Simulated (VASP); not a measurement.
TiRh, 2 atoms in the cell. The structure is cubic, space group Pm-3m (No. 221). Conventional cell: a = 3.115 Å, b = 3.115 Å, c = 3.115 Å, α = 90.00°, β = 90.00°, γ = 90.00°. Around Ti (site symmetry m-3m) lie 8 Rh at 2.70 Å. Rh (site symmetry m-3m) has 8 Ti at 2.70 Å as nearest neighbours. The cell comes from a database or a generator and needn't be the stable form of this composition.

* Program: VASP 6.6.1
* Task: single point
* Functional: LDA
* Potentials or basis: VASP PAW LDA potentials, release 64 (Ti_sv, Rh_pv)
* Cutoff: 520 eV
* k mesh: 16 × 16 × 16
* Occupations: gaussian, width 0.15 eV
* Spin: no spin polarisation
* Dipole correction: no
* Further INCAR settings: ALGO = Normal; EDIFF = 1e-06; NBANDS = 20

Potentials or basis: VASP PAW LDA potentials, release 64 (Ti_sv, Rh_pv).

Launch:

```console
$ cat potpaw_LDA.64/Ti_sv/POTCAR potpaw_LDA.64/Rh_pv/POTCAR > POTCAR
$ mpirun -np 1 vasp_std > vasp.out
```

Hardware: 1 thread of Intel(R) Xeon(R) Platinum 8559C (Emerald Rapids), with other jobs on the host.

Q: How long does it take, and how much memory?

A: Wall time 30 s on 1 thread of Intel(R) Xeon(R) Platinum 8559C (Emerald Rapids), on a shared host, peak memory 0.21 GiB. Counts: scf iterations 13, k points 165.
